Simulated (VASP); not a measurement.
Crystal: Rb2ICl.

```
Cl I Rb
1.0
     2.46441    1.42283    8.13513
    -2.46441    1.42283    8.13513
     0.00000   -2.84566    8.13513
Cl I Rb
1 1 2
Direct
  0.00000 0.00000 0.00000
  0.50000 0.50000 0.50000
  0.25967 0.25967 0.25967
  0.74033 0.74033 0.74033
```

The cell was built by a generator and needn't be a form met in nature.

Base run:

| Quantity | Value |
| --- | --- |
| Program | VASP 6.6.1 |
| Functional | PBE |
| Potentials or basis | VASP PAW PBE potentials, release 64 (Cl, I, Rb_sv) |
| Cutoff | 520 eV |
| k mesh | 6 × 6 × 6 |
| Occupations | gaussian, width 0.01 eV |
| Spin | no spin polarisation |

Its results: band gap on the k mesh 3.78 eV, direct; pressure 0.5 GPa.

Question: The run is repeated on the same cell with these changes: functional from PBE to r2SCAN; further incar settings from ALGO = Fast; EDIFF = 1e-07; NBANDS = 24 to ALGO = Normal; EDIFF = 1e-06; NBANDS = 24. What comes out?

Answer: Band gap on the k mesh 4.34 eV, direct; pressure 0.0 GPa.

Caveats: spin-orbit coupling is left out, which moves the levels of the heavy elements; the PAW data sets were made with another functional, which shifts forces and pressure a little (some runs).

A k mesh can miss the band edges.
